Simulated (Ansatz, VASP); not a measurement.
# Ru in two plane-wave programs, part 2 of 2

Aim: how closely do two programs agree when they are given the same cell, functional and k mesh? The cell is a member of a volume series, scaled by 0.98 from a relaxed one, so a pressure remains.

VASP 6.6.1 and Ansatz 0.2.0.

So far: Set-up; VASP: zone-centre phonons, LDA, volume scaled by 0.98.

**3. Ansatz: zone-centre phonons, LDA, volume scaled by 0.98**

Level of this step: Ansatz beside VASP: Kohn-Sham DFT, plane waves, LDA (Ansatz).

Ansatz runs on its default PAW (the set named soft_2) files.

The same cell, functional (in two slightly different forms), mesh and smearing now go to Ansatz, which takes its cutoff from its data sets.

input.yaml

```yaml
crystal:
  lattice:
    - [2.6573736788, 0.0, 0.0]
    - [-1.3286868394, 2.3013531155, 0.0]
    - [0.0, 0.0, 4.2048884676]
  atoms:
    - { symbol: Ru, position: [0.33333333, 0.66666667, 0.25] }
    - { symbol: Ru, position: [0.66666667, 0.33333333, 0.75] }
hamiltonian:
  xc: lda
  pseudopotentials: { kind: paw }
kpoints:
  mp_grid: { grid: [22, 22, 12] }
scf:
  occupations: { method: methfessel_paxton, width: 0.15 }
phonons:
  method: dfpt
  qpoints: [[0, 0, 0]]
```

On the command line:

```bash
$ ansatz run input.yaml --threads 4 --pin off --max-ram 9216MiB --backend cpu --events-out ev --progress --plain --runs-dir out
```

Numbers of over 12 decimals in the logs are rounded to 6 here.

Log:

```text
zone centre: on kpoints.mp_grid the ground state, and the responses unless they are solved on pairs of k-points, stand on 931 of the mesh's 5808 k-points, reduced under 4 symmetry operations, with k and −k counted as one. Each operation leaves every solved displacement unchanged or reverses it
Engine: ansatz 0.2.0, aarch64-unknown-linux-gnu
Pseudopotentials: kind: paw
Pseudopotential: Ru, paw, valence charge 16, recommended cutoff 420 eV (normal), Ru.paw.azcp
Functional definition: SPW92
  exchange = slater_x
  correlation = pw_c
Crystal: 2 atoms, lattice volume = 25.715 Å³
Basis set: ecut = 420 eV, 537 PW (Γ), exchange–correlation on 36×36×60 points (8 copies of the dense FFT grid, shifted against one another)
Bands: 20, of which v1, the nominal top of the filled ones, is band 16 counted from 1 (15 counted from 0)
Symmetry: 24 space group operations
k-points: 931 of 5808 (irreducible under 4 space group operations, time reversal used)
Non-local potential: Ru, projectors of the file, l = 0: 3, l = 1: 2, l = 2: 2, l = 3: 1
PAW form: soft (Blöchl's): semilocal exchange-correlation on the pseudo side does not see the compensation charge
PAW frozen core: Ru, regenerated for the run's functional, and the local potential with it (the file was generated under x = pbe(κ = 0.804, μ = 0.219515), c = pbe(β = 0.066725))
PAW one-centre angular grid: Ru, 590 points (default); XC on 64 Gauss nodes
Initial density: superposition of atomic densities (neutral atoms: chi_scale 0, normalization atom), corrected by the library's trained network
Initial wavefunctions: pseudopotential atomic-orbital guess
Functional: x = slater, c = lda
SCF iter   1: F=—  HF=-11516.587592 eV  |F-HF|=—  |Δ(HF+E_count)|=         —  Δρ=1.06e-2  dr2=1.31e-2  ethr=1.77e-3  ⟨swp⟩=5.0  Hψ=170339  notcnv=0  defer=146
automatic band count: the SCF goes on with 24 bands, as 20 were too few: they end inside the smearing window of the response
preconditioner: auto → none  [metal: Δε(μ)=0.024 eV  Ē_g=12.098 eV  σ=0.150 eV  W_gap=0.14  n_scr=8 (ndim 8)  ℏωp=29.3 eV  f_vac=0.000  D(μ)=1.15/eV (n_scr^D=8)  sad-step TF]
SCF iter   2: F=—  HF=-11516.585529 eV  |F-HF|=—  |Δ(HF+E_count)|=   2.06e-3  S|Δr|=    0.00e0  Δρ=5.66e-3  dr2=3.50e-3  ethr=4.11e-5  ⟨swp⟩=2.3  Hψ=33819  notcnv=0  defer=154
SCF iter   3: F=—  HF=-11516.584991 eV  |F-HF|=—  |Δ(HF+E_count)|=   5.38e-4  S|Δr|=    0.00e0  Δρ=3.53e-4  dr2=1.35e-5  ethr=1.10e-5  ⟨swp⟩=2.0  Hψ=26544  notcnv=0  defer=154
SCF iter   4: F=—  HF=-11516.584994 eV  |F-HF|=—  |Δ(HF+E_count)|=   3.10e-6  S|Δr|=    0.00e0  Δρ=7.42e-5  dr2=7.47e-7  ethr=4.22e-8  ⟨swp⟩=2.0  Hψ=34556  notcnv=0  defer=154
SCF iter   5: F=—  HF=-11516.584994 eV  |F-HF|=—  |Δ(HF+E_count)|=   3.33e-7  S|Δr|=    0.00e0  Δρ=1.15e-5  dr2=1.45e-8  ethr=2.33e-9  ⟨swp⟩=2.1  Hψ=33272  notcnv=0  defer=154
SCF iter   6: F=—  HF=-11516.584994 eV  |F-HF|=—  |Δ(HF+E_count)|=   6.09e-9  S|Δr|=    0.00e0  Δρ=3.31e-6  dr2=1.01e-9  ethr=4.53e-11  ⟨swp⟩=2.1  Hψ=32924  notcnv=0  defer=154
SCF iter   7: F=—  HF=-11516.584994 eV  |F-HF|=—  |Δ(HF+E_count)|=  3.13e-10  S|Δr|=    0.00e0  Δρ=7.58e-7  dr2=2.70e-11  ethr=3.15e-12  ⟨swp⟩=2.2  Hψ=34009  notcnv=0  defer=154
SCF iter   8: F=-11516.584994 eV  HF=-11516.584994 eV  |F-HF|=3.64e-12  |Δ(HF+E_count)|=    0.00e0  S|Δr|=    0.00e0  Δρ=3.54e-8  dr2=1.52e-13  ethr=1.00e-12  ⟨swp⟩=8.3  Hψ=102176  notcnv=0
SCF 1 converged in 8 iterations: F = -11516.584994 eV  dr2 = 1.52e-13
  greatest PAW one-centre occupation: 0.999 electrons in one spin orbital (limit 2), on the Ru atom at site 1 (counted from 0), in its partial waves of l = 0
DFPT response loops at Γ: preconditioner auto → Kerker (q_TF=auto, 2.830 Å⁻¹) (partly filled bands, converged f_vac=0.000); β = 1.00, the filter's whole step (`scf.mixing.beta` (0.50) is not read by the response loops under this deck's `scf.mixing.preconditioner`; to damp them name `kerker` or `kerker_dos`, under which they read `scf.mixing.beta`, and type it under 1.00, their step now; both keys bind the ground state too); Broyden in place of MSR1
SCF converged after 8 iterations
Stability not checked: this state was not tested for a lower state beside it, because cold or Methfessel-Paxton smearing, or corrected tetrahedra, fill the levels in a way that the test cannot read (fill_not_monotonic; see scf.lower_state_search)
Free energy (F): -11516.584994 eV
Harris-Foulkes:  -11516.584994 eV  (|F-HF|=3.64e-12)
Internal energy: -11516.586200 eV  (E = F + TS)
E sigma→0 (E₀):  -11516.585296 eV
Entropy (-TS):   0.001206 eV (0.603 meV/atom)
Fermi energy:    24.829614 eV
Step filling:    the computed levels leave a gap of 0.0000 eV = 0.0 smearing widths at the electron count; against every level under it full and every level over it empty, smearing changes F+E_penalty+E_count by +0.296 meV and its σ→0 estimate by -5.06e-3 meV
--- Per-component energies (eV) ---
  E_band       = -68.478582
  E_kinetic    = 1033.228263
  E_local      = -2411.654820  (includes V_loc(G=0)·N_el)
  E_nonlocal   = 696.897749
  E_hartree    = 771.474710
  E_xc         = -380.982501
  E_vxc        = -480.309678  (∫ρ·V_xc dr)
  E_paw        = -6682.783860  (= ΣΔE_a)
  E_vpaw       = -449.589036  (= ΣTr[D̂ρ^β])
  E_aug_tail   = -0.000495  (compensation charges beyond the density's cutoff)
  E_ewald      = -4543.908617
  E_core_change = 1.143370  (= ΣΔE_core)
  E_smearing   = 0.001206  (= −TS)
  E_closure    = -0.000000  (closes the sum)
  Σ components = -11516.584994   (vs F -11516.584994, Δ=0.00e0)
--- Band table (eV; the first three rows and the last of 931) ---
  k-point 0: bands = [... 12 lower, 22.1771, 22.7317, 22.7317, 23.3053, 23.3053, 26.1139, 26.1139, 26.1732, ... 4 higher]
  k-point 1: bands = [... 12 lower, 22.1344, 22.6803, 22.6803, 23.4266, 23.4266, 25.8969, 26.1216, 26.1216, ... 4 higher]
  k-point 2: bands = [... 12 lower, 22.0166, 22.5408, 22.5408, 23.7334, 23.7334, 25.1828, 26.1271, 26.1271, ... 4 higher]
  k-point 930: bands = [... 12 lower, 21.9590, 21.9590, 23.3348, 23.3348, 26.6336, 26.6336, 30.2361, 30.2361, ... 4 higher]
--- Phonons (Γ-DFPT): 2 representative perturbations + reference, on 931 of 5808 k-points (Σ response iterations 7) ---
  k mesh reduced under 4 symmetry operations, with k and −k counted as one. Each operation leaves every solved displacement unchanged or reverses it
  ASR residual: 6.712e-5 → 0.000e0 eV/Å²; symmetrization residual: 3.268e-13 eV/Å²
  ASR residual per site (eV/Å²): 6.71e-5 6.71e-5
  Γ frequencies (cm⁻¹): 0.00 0.00 0.00 222.60 222.60 284.96
  non-analytic LO–TO correction: not included (Born effective charges unavailable; polar crystals: no LO–TO splitting at Γ)
--- Phonons (arbitrary-q DFPT): 1 explicit q-point ---
  q = [0, 0, 0] (of the zone-centre solve; hermiticity 1.51e-14, symmetrization 2.19e-14): -0.00 0.00 0.00 222.60 222.60 284.96
  sum rule: each row above includes the acoustic sum rule's correction from the zone centre's row sums; it moved no ω² by more than (0.42 cm⁻¹)²
```

It took 35 s on 4 threads of Arm Neoverse V2, shared host; peak memory 1.5 GiB; 2.2 min of CPU time.

The column dr2 measures how far the density is from self-consistency, as an energy; F and HF (Harris–Foulkes) agree once it is small.

**4. Differences**

Known differences besides the potentials themselves: the two LDA forms differ slightly; the data sets hold 32 valence electrons in Ansatz (default PAW (the set named soft_2) files) and 28 in VASP; the cutoff is 420 eV in Ansatz and 500 eV in VASP; VASP's log shows a relativistic correction to its local exchange, Ansatz's none. Total energies have different zeros and are not compared.

The two programs side by side:

```csv
quantity,Ansatz,VASP,difference
optical mode 1 to 2 (cm⁻¹),222.6,223.0,-0.19 %
optical mode 3 (cm⁻¹),285.0,288.2,-1.13 %
```

Modes are paired by rising frequency and degeneracy, not by their patterns, so a pair may still set unlike modes beside each other.

**5. What came out**

* r.m.s. difference of the optical zone-centre modes, each program's sorted by frequency (zone-centre phonons, LDA, volume scaled by 0.98): 1.9 cm⁻¹
* difference in optical mode 3 (zone-centre phonons, LDA, volume scaled by 0.98): -1.1 %

**Reading.** The r.m.s. difference of the optical zone-centre modes, each program's sorted by frequency is 1.9 cm⁻¹ (zone-centre phonons, LDA, volume scaled by 0.98). Among the rows given in per cent, the largest difference of the zone-centre phonons, LDA, volume scaled by 0.98 pair is in optical mode 3, -1.1 %. How closely two codes agree says nothing of how well the functional describes the real material.

[Lines on the potential files, build, host, timing and source positions are cut from VASP's logs without a mark.]

[Logs are printed without paths, hosts, clocks, repeated set-up lines and the standing remarks that a program may print on its own settings, such as how far it seeks lower states.]

[Hosts, paths, dates, database ids (printed as entryN), source tags and the programs' standing remarks are cut or masked in the printed files.]
